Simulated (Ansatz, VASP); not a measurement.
# Cross-check of Ti3In (Ti3In (P6_3/mmc)) between VASP and Ansatz, part 2 of 2

Aim: how closely do two programs agree when they are given the same cell, functional and k mesh? The cell is taken from a series of runs on this material, whose earlier steps may have relaxed, scaled, displaced or heated it; both programs get it as it stands.

VASP 6.6.1 and Ansatz 0.2.0.

So far: Starting point; VASP: relaxation of cell and atoms, r2SCAN.

## 3. Ansatz: relaxation of cell and atoms, r2SCAN

Level of this step: Ansatz beside VASP: Kohn-Sham DFT, plane waves, r2SCAN (Ansatz).

Ansatz runs on its PAW soft_1 files.

The same cell, functional, mesh and smearing now go to Ansatz.

Input file input.yaml:

```yaml
crystal:
  lattice:
    - [5.9029365, 0.0, 0.0]
    - [-2.9514683, 5.112093, 0.0]
    - [0.0, 0.0, 4.7739576]
  atoms:
    - { symbol: Ti, position: [0.16521341, 0.33042682, 0.25] }
    - { symbol: Ti, position: [0.66957318, 0.83478659, 0.25] }
    - { symbol: Ti, position: [0.16521341, 0.83478659, 0.25] }
    - { symbol: Ti, position: [0.83478659, 0.66957318, 0.75] }
    - { symbol: Ti, position: [0.33042682, 0.16521341, 0.75] }
    - { symbol: Ti, position: [0.83478659, 0.16521341, 0.75] }
    - { symbol: In, position: [0.33333333, 0.66666667, 0.75] }
    - { symbol: In, position: [0.66666667, 0.33333333, 0.25] }
basis:
  ecutwfc: 500
  xc_grid: 2
hamiltonian:
  xc: r2scan
  pseudopotentials: { kind: paw, azcp: { folder: soft_1 } }
kpoints:
  mp_grid: { grid: [8, 8, 8] }
scf:
  occupations: { method: fermi_dirac, width: 0.05 }
  max_iter: 150
output:
  forces: true
  stress: true
relax:
  f_tol: 0.01
  max_steps: 60
  cell: {}
checkpoint:
  write: "../r2scan.run"
  compress: false
  write_wavefunctions: false
  write_every: 100000
```

Command:

```console
ansatz run input.yaml --threads 4 --pin off --max-ram 6594MiB --backend cpu --events-out ev --progress --plain --runs-dir out
```

Numbers of over 12 decimals in the logs are rounded to 6 here.

The program printed:

```text
Engine: ansatz 0.2.0, aarch64-unknown-linux-gnu
Pseudopotentials: kind: paw
Pseudopotential: Ti, paw, valence charge 12, recommended cutoff 500 eV (meta_gga), soft_1/Ti.paw.azcp
Pseudopotential: In, paw, valence charge 13, recommended cutoff 500 eV (meta_gga), soft_1/In.paw.azcp
Functional definition: r2SCAN
  parameter k0 = 0.174
  parameter k1 = 0.065
  parameter a1 = 4.9479
  exchange = r2scan_x(k0 = k0, k1 = k1, a1 = a1)
  correlation = r2scan_c
Crystal: 8 atoms, lattice volume = 144.061 Å³
Basis set: ecut = 500 eV, 3689 PW (Γ), exchange–correlation on 90×90×72 points (8 copies of the dense FFT grid, shifted against one another)
Bands: 59, of which v1, the nominal top of the filled ones, is band 49 counted from 1 (48 counted from 0)
Symmetry: 24 space group operations
Space group: P63/mmc (ITA 194), of the structure as read, at distance tolerance 5.2e-5 Å
k-points: 50 of 512
Non-local potential: Ti, projectors of the file, l = 0: 3, l = 1: 2, l = 2: 3, l = 3: 1
Non-local potential: In, projectors of the file, l = 0: 2, l = 1: 2, l = 2: 2, l = 3: 1
PAW form: soft (Blöchl's): semilocal exchange-correlation on the pseudo side does not see the compensation charge
PAW frozen core: Ti, regenerated for the run's functional (the file was generated under x = pbe(κ = 0.804, μ = 0.219515), c = pbe(β = 0.066725))
PAW frozen core: In, regenerated for the run's functional (the file was generated under x = pbe(κ = 0.804, μ = 0.219515), c = pbe(β = 0.066725))
PAW one-centre angular grid: Ti, 590 points (default); XC on 160 Gauss nodes
PAW one-centre angular grid: In, 590 points (default); XC on 160 Gauss nodes
Initial density: superposition of atomic densities (chi_scale 0.1, normalization cell, long waves kept (reshape's long-wave potential 0.00 eV rms))
Initial wavefunctions: pseudopotential atomic-orbital guess
Functional: x = r2scan, c = r2scan; τ floored in thin density (d = 2e-4 eV/Å³)
SCF iter   1: F=—  HF=-26252.515955 eV  |F-HF|=—  |Δ(HF+E_count)|=         —  Δρ=4.96e-2  dr2=4.79e0  dr2_τ=1.33e-1  ethr=3.10e-3  ⟨swp⟩=6.7  Hψ=10583  notcnv=0  defer=1
preconditioner: auto → Kerker (q_TF=auto, 2.559 Å⁻¹)  [metal: Δε(μ)=0.019 eV  Ē_g=7.551 eV  σ=0.050 eV  W_gap=0.09  n_scr=44 (ndim 8)  ℏωp=21.9 eV  f_vac=0.000  D(μ)=5.85/eV (n_scr^D=46)]
SCF iter   2: F=—  HF=-26251.807245 eV  |F-HF|=—  |Δ(HF+E_count)|=   7.09e-1  Δρ=2.56e-2  dr2=1.58e0  dr2_τ=1.72e-2  ethr=3.10e-3  ⟨swp⟩=2.5  Hψ=5186  notcnv=0  defer=12
SCF iter   3: F=—  HF=-26251.576950 eV  |F-HF|=—  |Δ(HF+E_count)|=   2.30e-1  Δρ=8.42e-3  dr2=2.21e-1  dr2_τ=2.99e-3  ethr=1.62e-3  ⟨swp⟩=2.1  Hψ=4082  notcnv=0  defer=12
SCF iter   4: F=—  HF=-26251.539659 eV  |F-HF|=—  |Δ(HF+E_count)|=   3.73e-2  Δρ=1.64e-3  dr2=7.46e-3  dr2_τ=1.49e-4  ethr=2.26e-4  ⟨swp⟩=3.3  Hψ=5453  notcnv=0  defer=10
SCF iter   5: F=—  HF=-26251.538876 eV  |F-HF|=—  |Δ(HF+E_count)|=   7.83e-4  Δρ=7.61e-4  dr2=6.51e-4  dr2_τ=7.15e-5  ethr=7.61e-6  ⟨swp⟩=2.5  Hψ=4495  notcnv=0  defer=6
SCF iter   6: F=—  HF=-26251.538754 eV  |F-HF|=—  |Δ(HF+E_count)|=   1.22e-4  Δρ=1.98e-4  dr2=4.03e-5  dr2_τ=1.98e-6  ethr=6.64e-7  ⟨swp⟩=2.7  Hψ=5756  notcnv=0  defer=6
SCF iter   7: F=—  HF=-26251.538727 eV  |F-HF|=—  |Δ(HF+E_count)|=   2.69e-5  Δρ=3.87e-5  dr2=2.49e-6  dr2_τ=1.54e-7  ethr=4.11e-8  ⟨swp⟩=2.0  Hψ=3708  notcnv=0  defer=6
SCF iter   8: F=—  HF=-26251.538728 eV  |F-HF|=—  |Δ(HF+E_count)|=   2.78e-7  Δρ=1.18e-5  dr2=1.77e-7  dr2_τ=6.88e-9  ethr=2.54e-9  ⟨swp⟩=2.0  Hψ=3706  notcnv=0  defer=6
SCF iter   9: F=-26251.538728 eV  HF=-26251.538728 eV  |F-HF|=4.88e-9  |Δ(HF+E_count)|=   1.06e-8  Δρ=3.10e-6  dr2=1.57e-8  dr2_τ=9.94e-10  ethr=1.02e-10  ⟨swp⟩=4.2  Hψ=8866  notcnv=0
SCF 1 converged in 9 iterations: F = -26251.538728 eV  dr2 = 1.57e-8
  greatest PAW one-centre occupation: 1.000 electrons in one spin orbital (limit 2), on the Ti atom at site 4 (counted from 0), in its partial waves of l = 0
relax step   1: F+E_penalty+E_count = -26251.53872771 eV  Δ(F+E_penalty+E_count) = +0.000e0 eV  max|allowed force component| = 3.198e-2 eV/Å  Δτ_max = 0.0000 Å  P = -0.129 GPa  Ω = 144.061 Å³  (9 SCF iters, dr2 threshold 1.00e-7 eV, accepted)
[...]
relax step   2: F+E_penalty+E_count = -26251.53873014 eV  Δ(F+E_penalty+E_count) = -2.429e-6 eV  max|allowed force component| = 3.473e-2 eV/Å  Δτ_max = 0.0069 Å  P = +0.251 GPa  Ω = 143.575 Å³  energy of the carried Pulay correction = +2.464e-4 eV  (7 SCF iters, dr2 threshold 6.40e-8 eV, rejected (line search))
[...]
relax step   3: F+E_penalty+E_count = -26251.53920508 eV  Δ(F+E_penalty+E_count) = -4.774e-4 eV  max|allowed force component| = 1.069e-4 eV/Å  Δτ_max = 0.0034 Å  P = -0.007 GPa  Ω = 143.897 Å³  energy of the carried Pulay correction = +8.321e-5 eV  (8 SCF iters, accepted)
[...]
relax step   4: F+E_penalty+E_count = -26251.53911607 eV  Δ(F+E_penalty+E_count) = +8.901e-5 eV  max|allowed force component| = 1.112e-4 eV/Å  Δτ_max = 0.0000 Å  P = -0.007 GPa  Ω = 143.897 Å³  stress off target by 9.84e-3 GPa  SCF on the basis re-selected at this cell (its energy is not comparable with the rows above)  (4 SCF iters)
basis re-selected at this cell: Δ(F+E_penalty+E_count) = +8.901e-5 eV, ΔP = -0.000 GPa vs the last step (what re-selecting the basis moved, of the pressure what is left beyond the Pulay correction that the steps carried, after the strain that the cell walked since its last selection, with what the two solves' SCF thresholds leave and, on support functions, any second-order correction that the steps lacked; it is no m [...]
SCF converged after 4 iterations
Free energy (F): -26251.539116 eV
Harris-Foulkes:  -26251.539116 eV  (|F-HF|=1.09e-11)
Internal energy: -26251.490423 eV  (E = F + TS)
E sigma→0 (E₀):  -26251.514770 eV
Entropy (-TS):   -0.048693 eV (-6.087 meV/atom)
Fermi energy:    13.393160 eV
--- Per-component energies (eV) ---
  E_band       = -985.020423
  E_kinetic    = 2125.875784
  E_local      = -6898.176652  (includes V_loc(G=0)·N_el)
  E_nonlocal   = 1012.497141
  E_hartree    = 2753.233826
  E_xc         = -937.401752
  E_vxc        = -1157.286733  (∫ρ·V_xc dr)
  E_paw        = -14774.261331  (= ΣΔE_a)
  E_vpaw       = -1650.443053  (= ΣTr[D̂ρ^β])
  E_aug_tail   = -0.000417  (compensation charges beyond the density's cutoff)
  E_vtau       = 76.045920  (kinetic-family band-sum trace: ∫τ·v_τ [+ j·A + Jᵃ·Aᵃ] dr)
  E_ewald      = -9533.667385
  E_core_change = 0.410361  (= ΣΔE_core)
  E_smearing   = -0.048693  (= −TS)
  E_closure    = 0.000000  (closes the sum)
  Σ components = -26251.539116   (vs F -26251.539116, Δ=0.00e0)
--- Forces (eV/Å), atoms counted from 1 ---
  atom   1  Ti     0.00000000    -0.00011122     0.00000000
  atom   2  Ti     0.00009632     0.00005561     0.00000000
  atom   3  Ti    -0.00009632     0.00005561     0.00000000
  atom   4  Ti    -0.00000000     0.00011122     0.00000000
  atom   5  Ti    -0.00009632    -0.00005561     0.00000000
  atom   6  Ti     0.00009632    -0.00005561     0.00000000
  atom   7  In     0.00000000    -0.00000000     0.00000000
  atom   8  In    -0.00000000     0.00000000     0.00000000
  max |Σ_I F_I| component: 1.95e-18 eV/Å
--- Stress (GPa, compression-positive) ---
       -0.009836      -0.000000       0.000000
       -0.000000      -0.009836       0.000000
        0.000000       0.000000      -0.000775
  P = ⅓ Tr σ = -0.0068 GPa (-0.068 kbar)
--- Relaxed structure (3 steps of the walk, 2 accepted, 1 SCFs on fresh bases) ---
  F+E_penalty+E_count = -26251.53911607 eV   max|allowed force component| = 1.112e-4 eV/Å   (the final SCF, on the basis selected at the relaxed cell)
  cell:  # Å, volume = 143.8966 Å³
    - [5.900168, 2.8853975294919392e-8, 0.0]
    - [-2.950084, 5.109696, 0.0]
    - [0.0, 0.0, 4.772997]
  atoms:
    - { symbol: Ti, position: [0.165548, 0.331096, 0.25] }
    - { symbol: Ti, position: [0.668904, 0.834452, 0.25] }
    - { symbol: Ti, position: [0.165548, 0.834452, 0.25] }
    - { symbol: Ti, position: [0.834452, 0.668904, 0.750000] }
    - { symbol: Ti, position: [0.331096, 0.165548, 0.750000] }
    - { symbol: Ti, position: [0.834452, 0.165548, 0.750000] }
    - { symbol: In, position: [0.333333, 0.666667, 0.750000] }
    - { symbol: In, position: [0.666667, 0.333333, 0.25] }
```

## 4. Comparison

Known differences besides the potentials themselves: VASP keeps PBE cores, Ansatz makes them for the functional; the cutoff is 500 eV in Ansatz and 550 eV in VASP; Ansatz adds a Pulay correction to the stress that steers its cell, VASP none; in our runs with r2SCAN, forces from VASP's data set Ti_sv part from Ansatz's all-electron ones, so neither program is the reference here. Total energies have different zeros and are not compared.

The two programs side by side:

```tsv
quantity	Ansatz	VASP	difference
volume (Å³)	143.90	144.33	-0.30 %
edge a after relaxation, in the typed setting (Å)	5.900	5.907	-0.11 %
edge c after relaxation, in the typed setting (Å)	4.773	4.777	-0.08 %
```

## 5. Outcome

| Quantity | Value |
| --- | --- |
| difference in volume (relaxation of cell and atoms, r2SCAN) | -0.30 % |

In words: The difference in volume is -0.30 % (relaxation of cell and atoms, r2SCAN), within the 1.2 % picked in this series as the mark of a large difference, as far as the stopping tolerances let one tell. Such differences can come from data sets, numerical settings and the points named under the comparisons, not from the functional's error against experiment.

[Lines on the potential files, build, host, timing and source positions are cut from VASP's logs without a mark.]

[Logs are printed without paths, hosts, clocks, repeated set-up lines and the standing remarks that a program may print on its own settings, such as how far it seeks lower states.]

[Hosts, paths, dates, database ids (printed as entryN), source tags and the programs' standing remarks are cut or masked in the printed files.]
